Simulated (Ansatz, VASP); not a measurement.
# Cross-check of NiSb (Breithauptite) between VASP and Ansatz, part 2 of 2

One calculation is typed for both programs; each brings its own data sets and cutoff. How far apart do they land? The cell is taken from a series of VASP runs on this material, whose earlier steps may have relaxed, scaled or displaced it; both programs get it as it stands.

VASP 6.6.1 and Ansatz 0.2.0.

So far: Set-up; VASP: relaxation of cell and atoms, r2SCAN.

## 3. Ansatz: relaxation of cell and atoms, r2SCAN

Level of this step: Ansatz beside VASP: Kohn-Sham DFT, plane waves, r2SCAN (Ansatz).

Ansatz runs on its default PAW (the set named soft_2) files.

The same cell, functional, mesh and smearing now go to Ansatz, which takes its cutoff from its data sets.

The input, input.yaml:

```yaml
crystal:
  lattice:
    - [3.9280894697, 0.0, 0.0]
    - [-1.9640447349, 3.4018252692, 0.0]
    - [0.0, 0.0, 5.1241485347]
  atoms:
    - { symbol: Sb, position: [0.6666666667, 0.3333333333, 0.75] }
    - { symbol: Sb, position: [0.3333333333, 0.6666666667, 0.25] }
    - { symbol: Ni, position: [0.0, 0.0, 0.5] }
    - { symbol: Ni, position: [0.0, 0.0, 0.0] }
hamiltonian:
  xc: r2scan
  pseudopotentials: { kind: paw }
magnetization:
  spin_polarized: true
kpoints:
  mp_grid: { grid: [12, 12, 8] }
scf:
  occupations: { method: gaussian, width: 0.05 }
relax:
  f_tol: 0.01
  max_steps: 60
  cell: { stress_tol: 0.05 }
output:
  forces: true
  stress: true
  write_density: true
  write_potential: true
  elf: true
  volumetric_format: npy
```

Started as:

```sh
ansatz run input.yaml --threads 4 --pin off --max-ram 9216MiB --backend cpu --events-out ev --progress --plain --runs-dir out
```

Numbers of over 12 decimals in the logs are rounded to 6 here.

The program printed:

```text
Engine: ansatz 0.2.0, aarch64-unknown-linux-gnu
Pseudopotentials: kind: paw
Pseudopotential: Sb, paw, valence charge 15, recommended cutoff 500 eV (meta_gga), Sb.paw.azcp
Pseudopotential: Ni, paw, valence charge 18, recommended cutoff 500 eV (meta_gga), Ni.paw.azcp
Functional definition: r2SCAN
  parameter k0 = 0.174
  parameter k1 = 0.065
  parameter a1 = 4.9479
  exchange = r2scan_x(k0 = k0, k1 = k1, a1 = a1)
  correlation = r2scan_c
Crystal: 4 atoms, lattice volume = 68.472 Å³
Basis set: ecut = 500 eV, 1729 PW (Γ), exchange–correlation on 120×120×160 points (64 copies of the dense FFT grid, shifted against one another)
Bands: 40, of which v1, the nominal top of the filled ones, is band 33 counted from 1 (32 counted from 0)
Symmetry: 24 space group operations
Space group: P63/mmc (ITA 194), of the structure as read, at distance tolerance 4.1e-5 Å
k-points: 95 of 1152
Non-local potential: Sb, projectors of the file, l = 0: 2, l = 1: 2, l = 2: 2, l = 3: 2
Non-local potential: Ni, projectors of the file, l = 0: 3, l = 1: 2, l = 2: 3, l = 3: 1
PAW form: soft (Blöchl's): semilocal exchange-correlation on the pseudo side does not see the compensation charge
PAW frozen core: Sb, regenerated for the run's functional (the file was generated under x = pbe(κ = 0.804, μ = 0.219515), c = pbe(β = 0.066725))
PAW frozen core: Ni, regenerated for the run's functional (the file was generated under x = pbe(κ = 0.804, μ = 0.219515), c = pbe(β = 0.066725))
PAW one-centre angular grid: Sb, 590 points (default); XC on 160 Gauss nodes
PAW one-centre angular grid: Ni, 590 points (default); XC on 160 Gauss nodes
Initial density: superposition of atomic densities (chi_scale 0.1, normalization cell, long waves kept (reshape's long-wave potential 0.00 eV rms))
Initial wavefunctions: pseudopotential atomic-orbital guess
Functional: x = r2scan, c = r2scan; τ floored in thin density (d = 2e-4 eV/Å³)
SCF iter   1: F=—  HF=-24694.711232 eV  |F-HF|=—  |Δ(HF+E_count)|=         —  Δρ=1.13e-1 (↑1.13e-1 ↓1.13e-1)  dr2=3.18e1  dr2_τ=5.86e-2  dr2_m=0.00e0  M=0.000 μB ∫|m|=0.000 μB  β_m=0.30  ethr=3.10e-3  ⟨swp⟩=6.3  Hψ=14819  notcnv=0  defer=2
preconditioner: auto → Resta (q_TF=auto, 2.712 Å⁻¹)  ε∞=3.8  [insulator: Δε(μ)=0.052 eV  Ē_g=18.854 eV  σ=0.050 eV  W_gap=0.50  n_scr=22 (ndim 8)  ℏωp=31.7 eV  f_vac=0.000  D(μ)=1.21/eV (n_scr^D=2)  ε∞_Penn≈3.8]
spin=Collinear: Resta preconditioning applied to the charge; magnetization (m = ρ↑ − ρ↓) channel mixes plain (no charge-response kernel on spin).
SCF iter   2: F=—  HF=-24690.639238 eV  |F-HF|=—  |Δ(HF+E_count)|=    4.07e0  Δρ=4.46e-2 (↑4.46e-2 ↓4.46e-2)  dr2=2.38e0  dr2_τ=2.07e-2  dr2_m=0.00e0  M=0.000 μB ∫|m|=0.000 μB  β_m=0.27  ethr=3.10e-3  ⟨swp⟩=3.4  Hψ=9014  notcnv=0  defer=210
preconditioner: auto → Kerker (q_TF=auto, 2.712 Å⁻¹)  [metal: Δε(μ)=0.017 eV  Ē_g=18.596 eV  σ=0.050 eV  W_gap=0.19  n_scr=22 (ndim 8)  ℏωp=31.7 eV  f_vac=0.000  D(μ)=1.39/eV (n_scr^D=8)]
spin=Collinear: Kerker preconditioning applied to the charge; magnetization (m = ρ↑ − ρ↓) channel mixes plain (no charge-response kernel on spin).
SCF iter   3: F=—  HF=-24690.191109 eV  |F-HF|=—  |Δ(HF+E_count)|=   4.48e-1  Δρ=1.91e-2 (↑1.91e-2 ↓1.91e-2)  dr2=1.85e0  dr2_τ=1.55e-3  dr2_m=0.00e0  M=0.000 μB ∫|m|=0.000 μB  β_m=0.42  ethr=3.10e-3  ⟨swp⟩=2.5  Hψ=6188  notcnv=0  defer=200
SCF iter   4: F=—  HF=-24687.490536 eV  |F-HF|=—  |Δ(HF+E_count)|=    2.70e0  Δρ=1.12e-1 (↑4.87e-2 ↓1.12e-1)  dr2=2.06e0  dr2_τ=2.79e-2  dr2_m=3.96e0  M=3.099 μB ∫|m|=3.099 μB  ethr=2.81e-3  ⟨swp⟩=2.0  Hψ=5020  notcnv=0  defer=202
Mixer restart at iter 4: flushing history
SCF iter   5: F=—  HF=-24689.463111 eV  |F-HF|=—  |Δ(HF+E_count)|=         —  Δρ=5.73e-2 (↑5.73e-2 ↓1.98e-2)  dr2=8.44e-1  dr2_τ=9.56e-3  dr2_m=7.99e-1  M=1.057 μB ∫|m|=1.141 μB  β_m=0.42  ethr=2.81e-3  ⟨swp⟩=3.6  Hψ=13240  notcnv=0  defer=177
SCF iter   6: F=—  HF=-24689.641765 eV  |F-HF|=—  |Δ(HF+E_count)|=   1.79e-1  Δρ=4.99e-2 (↑2.10e-2 ↓4.99e-2)  dr2=6.30e-1  dr2_τ=4.32e-3  dr2_m=7.56e-1  M=0.687 μB ∫|m|=0.771 μB  β_m=0.53  ethr=1.28e-3  ⟨swp⟩=2.6  Hψ=12106  notcnv=0  defer=392
SCF iter   7: F=—  HF=-24689.785372 eV  |F-HF|=—  |Δ(HF+E_count)|=   1.44e-1  Δρ=3.87e-2 (↑3.87e-2 ↓8.10e-3)  dr2=6.14e-1  dr2_τ=1.38e-3  dr2_m=2.43e-1  M=0.572 μB ∫|m|=0.682 μB  β_m=0.31  ethr=9.54e-4  ⟨swp⟩=3.0  Hψ=13932  notcnv=0  defer=420
SCF iter   8: F=—  HF=-24689.808261 eV  |F-HF|=—  |Δ(HF+E_count)|=   2.29e-2  Δρ=1.58e-2 (↑1.58e-2 ↓1.20e-2)  dr2=1.71e-2  dr2_τ=5.71e-4  dr2_m=1.17e-1  M=0.242 μB ∫|m|=0.385 μB  β_m=0.74  ethr=9.30e-4  ⟨swp⟩=2.1  Hψ=10599  notcnv=0  defer=410
SCF iter   9: F=—  HF=-24689.850959 eV  |F-HF|=—  |Δ(HF+E_count)|=   4.27e-2  Δρ=1.97e-3 (↑1.97e-3 ↓1.45e-3)  dr2=2.86e-3  dr2_τ=3.24e-5  dr2_m=5.27e-4  M=-0.001 μB ∫|m|=0.057 μB  β_m=0.67  ethr=2.59e-5  ⟨swp⟩=2.1  Hψ=14155  notcnv=0  defer=409
SCF iter  10: F=—  HF=-24689.851948 eV  |F-HF|=—  |Δ(HF+E_count)|=   9.90e-4  Δρ=1.13e-3 (↑1.04e-3 ↓1.13e-3)  dr2=1.54e-3  dr2_τ=2.58e-6  dr2_m=2.03e-4  M=-0.004 μB ∫|m|=0.034 μB  β_m=0.84  ethr=4.33e-6  ⟨swp⟩=1.7  Hψ=8449  notcnv=0  defer=409
Mixer restart at iter 10: flushing history
[...]
SCF 1 converged in 16 iterations: F = -24689.852551 eV  dr2 = 3.38e-8
  greatest PAW one-centre occupation: 1.001 electrons in one spin orbital (limit 2), on the Ni atom at site 3 (counted from 0), in its partial waves of l = 1
the input gives no starting moments: this run first made a single point of its starting geometry. This run's own SCFs start from that state's density, with no starting moments from it.
Initial density: read from a saved state, or passed on in memory by an earlier SCF of this step, an earlier step, the calling program or the single point that the run made first
Stability of the state it starts from, as read at its close in the collinear treatment: not read negative (Ritz values of 1 − χ₀K, real part plus size of imaginary part, from 0.64 to 0.90, by its mixing steps under the symmetry group of the SCF that read it); nothing settles its magnetic order
iter 1 solved again at ethr=9.34e-8 eV; its pass at ethr=3.10e-3 eV (dr2=6.17e-5 eV) is discarded
SCF iter   1: F=—  HF=-24689.852551 eV  |F-HF|=—  |Δ(HF+E_count)|=         —  Δρ=3.99e-6 (↑3.99e-6 ↓3.99e-6)  dr2=3.27e-8  dr2_τ=3.29e-11  dr2_m=0.00e0  M=0.000 μB ∫|m|=0.000 μB  β_m=0.30  ethr=9.34e-8  ⟨swp⟩=3.2  Hψ=26322  notcnv=0
preconditioner: auto → Kerker (q_TF=auto, 2.712 Å⁻¹)  [metal: Δε(μ)=0.015 eV  Ē_g=18.840 eV  σ=0.050 eV  W_gap=0.16  n_scr=22 (ndim 8)  ℏωp=31.7 eV  f_vac=0.007  D(μ)=1.20/eV (n_scr^D=2)]
spin=Collinear: Kerker preconditioning applied to the charge; magnetization (m = ρ↑ − ρ↓) channel mixes plain (no charge-response kernel on spin).
SCF iter   2: F=-24689.852551 eV  HF=-24689.852551 eV  |F-HF|=1.13e-9  |Δ(HF+E_count)|=   2.12e-8  Δρ=8.02e-7 (↑8.02e-7 ↓8.02e-7)  dr2=3.06e-9  dr2_τ=2.25e-11  dr2_m=0.00e0  M=0.000 μB ∫|m|=0.000 μB  ethr=4.95e-11  ⟨swp⟩=8.1  Hψ=25639  notcnv=0
SCF 2 converged in 2 iterations: F = -24689.852551 eV  dr2 = 3.06e-9
relax step   1: F+E_penalty+E_count = -24689.85255141 eV  Δ(F+E_penalty+E_count) = +0.000e0 eV  max|allowed force component| = 4.048e-17 eV/Å  Δτ_max = 0.0000 Å  P = +0.122 GPa  Ω = 68.472 Å³  (2 SCF iters, dr2 threshold 1.00e-7 eV, accepted)
[...]
relax step   2: F+E_penalty+E_count = -24689.85253686 eV  Δ(F+E_penalty+E_count) = +1.455e-5 eV  max|allowed force component| = 4.626e-17 eV/Å  Δτ_max = 0.0000 Å  P = -0.037 GPa  Ω = 68.557 Å³  energy of the carried Pulay correction = -4.388e-5 eV  (5 SCF iters, dr2 threshold 5.62e-8 eV, accepted)
[...]
relax step   3: F+E_penalty+E_count = -24689.85258268 eV  Δ(F+E_penalty+E_count) = -4.582e-5 eV  max|allowed force component| = 4.626e-17 eV/Å  Δτ_max = 0.0000 Å  P = -0.036 GPa  Ω = 68.557 Å³  stress off target by 3.91e-2 GPa  SCF on the basis re-selected at this cell (its energy is not comparable with the rows above)  (7 SCF iters)
basis re-selected at this cell: Δ(F+E_penalty+E_count) = -4.582e-5 eV, ΔP = +0.001 GPa vs the last step (what re-selecting the basis moved, of the pressure what is left beyond the Pulay correction that the steps carried, after the strain that the cell walked since its last selection, with what the two solves' SCF thresholds leave and, on support functions, any second-order correction that the steps lacked; it is no m [...]
SCF converged after 7 iterations
Magnetization: 0.0000 μB (33.0000 up, 33.0000 down)
Absolute magnetization: 0.0000 μB (∫|ρ↑−ρ↓|)
Spin contamination: 0.0000 ħ² per cell (⟨S²⟩ above its minimum at these occupations)
Per-site moments (μB) at R_I (Å): [(0.0, 1.074935), (0.0, 1.074935), (0.0, 1.056828), (0.0, 1.056828)]
Free energy (F): -24689.852583 eV
Harris-Foulkes:  -24689.852583 eV  (|F-HF|=2.91e-11)
Internal energy: -24689.851073 eV  (E = F + TS)
E sigma→0 (E₀):  -24689.851828 eV
Entropy (-TS):   -0.001509 eV (-0.377 meV/atom)
Fermi energy:    15.213809 eV
--- Per-component energies (eV) ---
  E_band       = -933.715270
  E_kinetic    = 985.961504
  E_local      = -11102.874523  (includes V_loc(G=0)·N_el)
  E_nonlocal   = 2020.190038
  E_hartree    = 4866.999264
  E_xc         = -413.343646
  E_vxc        = -441.212620  (∫ρ·V_xc dr)
  E_paw        = -12506.674426  (= ΣΔE_a)
  E_vpaw       = -2160.984605  (= ΣTr[D̂ρ^β])
  E_aug_tail   = 0.000464  (compensation charges beyond the density's cutoff)
  E_vtau       = 31.206266  (kinetic-family band-sum trace: ∫τ·v_τ [+ j·A + Jᵃ·Aᵃ] dr)
  E_ewald      = -8540.521684
  E_core_change = 0.411937  (= ΣΔE_core)
  E_smearing   = -0.001509  (= −TS)
  E_closure    = 0.000000  (closes the sum)
  Σ components = -24689.852583   (vs F -24689.852583, Δ=0.00e0)
--- Forces (eV/Å), atoms counted from 1 ---
  atom   1  Sb     0.00000000     0.00000000     0.00000000
  atom   2  Sb    -0.00000000    -0.00000000    -0.00000000
  atom   3  Ni    -0.00000000     0.00000000     0.00000000
  atom   4  Ni    -0.00000000    -0.00000000     0.00000000
  max |Σ_I F_I| component: 2.31e-18 eV/Å
--- Stress (GPa, compression-positive) ---
       -0.039091      -0.000000      -0.000000
       -0.000000      -0.039091      -0.000000
       -0.000000      -0.000000      -0.029127
  P = ⅓ Tr σ = -0.0358 GPa (-0.358 kbar)
--- Band table (eV; the first three rows and the last of 190) ---
  k-point 0 ↑: bands = [... 29 lower, 13.7754, 15.1044, 15.7084, 15.7084, 17.7402, 17.7402, 18.7239, 19.4417, ... 3 higher]
  k-point 1 ↑: bands = [... 29 lower, 13.6485, 15.0315, 15.9106, 15.9106, 17.7336, 17.7336, 18.8772, 18.9742, ... 3 higher]
  k-point 2 ↑: bands = [... 29 lower, 13.4017, 14.8890, 16.3710, 16.3710, 17.6977, 17.6977, 17.9236, 19.3131, ... 3 higher]
  k-point 94 ↓: bands = [... 29 lower, 13.0149, 13.7519, 13.7519, 13.7729, 13.7729, 19.6395, 19.6395, 23.0046, ... 3 higher]
--- Relaxed structure (2 steps of the walk, 2 accepted, 1 SCFs on fresh bases) ---
  F+E_penalty+E_count = -24689.85258268 eV   max|allowed force component| = 4.626e-17 eV/Å   (the final SCF, on the basis selected at the relaxed cell)
  cell:  # Å, volume = 68.5567 Å³
    - [3.930558, 2.888568542878258e-11, 0]
    - [-1.965279, 3.403963, 0]
    - [0, 0, 5.124016]
  atoms:
    - { symbol: Sb, position: [0.666667, 0.333333, 0.75] }
    - { symbol: Sb, position: [0.333333, 0.666667, 0.250000] }
    - { symbol: Ni, position: [0, 0, 0.500000] }
    - { symbol: Ni, position: [0, 0, 0.0] }
```

Wall time 33 s (4 threads of Arm Neoverse V2, shared host); peak memory 0.89 GiB; 2.1 min of CPU time.

## 4. Differences

Known differences besides the potentials themselves: VASP keeps PBE cores, Ansatz makes them for the functional; both relaxations stop at a tolerance, which leaves soft axes loose, and VASP keeps its plane-wave basis; the data sets hold 66 valence electrons in Ansatz (default PAW (the set named soft_2) files) and 30 in VASP; the cutoff is 500 eV in Ansatz and 450 eV in VASP; Ansatz adds a Pulay correction to the stress that steers its cell, VASP none. Total energies have different zeros and are not compared.

Compared:

```csv
quantity,Ansatz,VASP,difference
volume (Å³),68.56,68.50,+0.08 %
"edge a after relaxation, in the typed setting (Å)",3.931,3.928,+0.06 %
"edge c after relaxation, in the typed setting (Å)",5.124,5.125,-0.03 %
```

The walks stopped with -0.04 GPa left in Ansatz and -0.03 GPa in VASP; each walk ends within a tolerance, so the volume difference is uncertain by about these residues over the bulk modulus, most in soft cells.

## 5. Summary of results

* difference in volume (relaxation of cell and atoms, r2SCAN): 0.083 %

In words: The difference in volume is 0.083 % (relaxation of cell and atoms, r2SCAN), within the 1.2 % picked in this series as the mark of a large difference, as far as the stopping tolerances let one tell. How closely two codes agree says nothing of how well the functional describes the real material.

[Lines on the potential files, build, host, timing and source positions are cut from VASP's logs without a mark.]

[Logs are printed without paths, hosts, clocks, repeated set-up lines and the standing remarks that a program may print on its own settings, such as how far it seeks lower states.]

[Hosts, paths, dates, database ids (printed as entryN), source tags and the programs' standing remarks are cut or masked in the printed files.]
